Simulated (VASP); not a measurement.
**Mg2Sn: energy against volume**

Mg2Sn (antifluorite, Fm-3m, 26.327 Å³/atom and stress up to 0.01 GPa in the relaxed cell, cube axes along x, y and z) under an equal strain ε along all three axes. PBE in VASP (plane waves, PAW), 480 eV, 8×8×8 Γ-centred mesh, Methfessel-Paxton smearing 0.10 eV; ions are relaxed, or left where forces stay under 0.02 eV/Å, within the symmetry of each cell.

Here V stands for volume and E for E less E0.

| volume (Å³/atom) | E less E0 (meV/atom) | pressure (GPa) |
|---|---|---|
| 24.0281 | ? | ? |
| 24.7789 | 12.59 | 2.82 |
| 25.1601 | 6.88 | 2.05 |
| 25.5452 | 2.93 | 1.32 |
| 25.9342 | 0.66 | 0.64 |
| 26.3271 | 0.00 | 0.00 |
| 26.7240 | 0.86 | -0.65 |
| 27.1249 | 3.15 | -1.19 |
| 27.5297 | 6.80 | -1.70 |
| 27.9386 | 11.73 | -2.17 |

Problem. Using the third-order Birch-Murnaghan form, a cubic in V^(-2/3), estimate the missing E at V = 24.0281 from the other rows, showing the fit.

Solution. With u = V^(-2/3) - 0.1131, the rows have u = 0.0045554, 0.0033640, 0.0021906, 0.0010348, -0.0001036, -0.0012252, -0.0023302, -0.0034188, -0.0044916. Least squares gives E = 0.002 + 26.4·u + 594179·u² + 1510866·u³. Residuals (row less fit): -0.005, 0.008, 0.003, -0.007, -0.006, 0.001, 0.002, 0.004, -0.004; standard error 0.007 (degrees of freedom: 5). Its minimum lies at u = -0.0000222, so V0 = (0.1130778)^(-3/2) = 26.30. There d²E/du² = 1188000 and d³E/du³ = 9065000, so B0 = (4/9) × 26.30^(-7/3) × 1188000 × 0.160218 = 41.1 GPa (the last factor turns the table's units into GPa), and B0' = 4 + (2/3) × 0.1130778 × (9065000)/1188000 = 4.6. B0' rests on the cubic coefficient alone and has a standard error of 0.1 from these residuals. At the withheld row, u = 0.0069937, so E = 0.002 + 26.4 × 0.0069937 + 594179 × 0.0069937² + 1510866 × 0.0069937³ = 29.766 meV/atom. The calculation gives 29.62 meV/atom, 0.146 meV/atom below the prediction (0.5 % of the range of E in the table). The row lies outside the fitted rows, so this is an extrapolation. From the scatter of the fitted rows alone, a prediction at this place has a standard error of 0.031 meV/atom, so the miss is 4.7 times that.

This level leaves no gap over 0.05 eV at strain -3.00, -2.00, -1.50, -1.00, -0.50, 0.00, 0.50, 1.00, 1.50, 2.00 %. Other structures, which can take over under pressure, weren't tried. The same form fitted to the pressure column gives B0' = 4.2; series where the two differ by over 0.4 aren't shown. Rows are the converged runs of the series near zero and its far end, less any whose ions stayed unrelaxed beside relaxed ones; series whose fitted rows scatter by over a few per cent of the range, as at a crossing or softening among them, aren't shown in this form.
